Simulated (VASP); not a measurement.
The input files of a VASP run:

INCAR:
```
NELM = 100   ! most electronic steps
LASPH = .TRUE.   ! aspherical one-centre terms
ENCUT = 500   ! plane-wave cut-off (eV)
ISMEAR = 1   ! Methfessel-Paxton
NSW = 40   ! most ionic steps
ISIF = 3
LWAVE = .FALSE.
ALGO = Normal   ! blocked Davidson
LREAL = .FALSE.
SIGMA = 0.1
PSTRESS = 200   ! kbar
IBRION = 2   ! conjugate gradients
PREC = Accurate
LCHARG = .FALSE.
LMAXMIX = 4   ! l cut-off of mixed one-centre charges
EDIFFG = -0.02   ! ionic stop
SYSTEM = Cr
EDIFF = 1E-6   ! SCF stop (eV)
```

POSCAR:
```
Cr
1
    2.7343748279    -0.0000000000    -0.0000000000
    0.0000000000     2.7343748279     0.0000000000
   -0.0000000000     0.0000000000     2.7343748279
Cr
2
Direct
  0.0000000000   0.0000000000   0.0000000000
  0.5000000000   0.5000000000   0.5000000000
```

KPOINTS:
```
kpoints
0
Gamma
13 13 13
0 0 0
```

POTCAR, in this order: Cr_pv (LDA.64 set). Program: vasp_std.

**Question.** Translate this LDA calculation to Quantum ESPRESSO's pw.x.

**Answer.** One equivalent input (not run):
```
&CONTROL
  calculation = 'vc-relax'
  pseudo_dir = './pseudo'
  outdir = './out'
  tprnfor = .true.
  tstress = .true.
  nstep = 40
  forc_conv_thr = 0.00078
/
&SYSTEM
  ibrav = 0
  nat = 2
  ntyp = 1
  ecutwfc = 94
  occupations = 'smearing'
  smearing = 'methfessel-paxton'
  degauss = 0.00735
  input_dft = 'pz'
/
&ELECTRONS
  conv_thr = 7.3e-08
  electron_maxstep = 100
/
&IONS
/
&CELL
  press = 200
/
ATOMIC_SPECIES
  Cr 51.996 Cr.upf
CELL_PARAMETERS angstrom
     2.7343748   -0.0000000   -0.0000000
     0.0000000    2.7343748    0.0000000
    -0.0000000    0.0000000    2.7343748
ATOMIC_POSITIONS crystal
  Cr   0.0000000  0.0000000  0.0000000
  Cr   0.5000000  0.5000000  0.5000000
K_POINTS automatic
  13 13 13 0 0 0
```
The two are equivalent in intent, not identical: the potentials are each code's own (VASP's PAW set, PseudoDojo norm-conserving files in pw.x), so ENCUT and ecutwfc are chosen apart and not converted; conv_thr bounds pw.x's estimated SCF error, while EDIFF bounds the energy change between steps; forc_conv_thr acts on force components and is met together with etot_conv_thr.

The compound is Cr in the bcc, AFM order structure. It was relaxed first under an external pressure of 20 GPa.
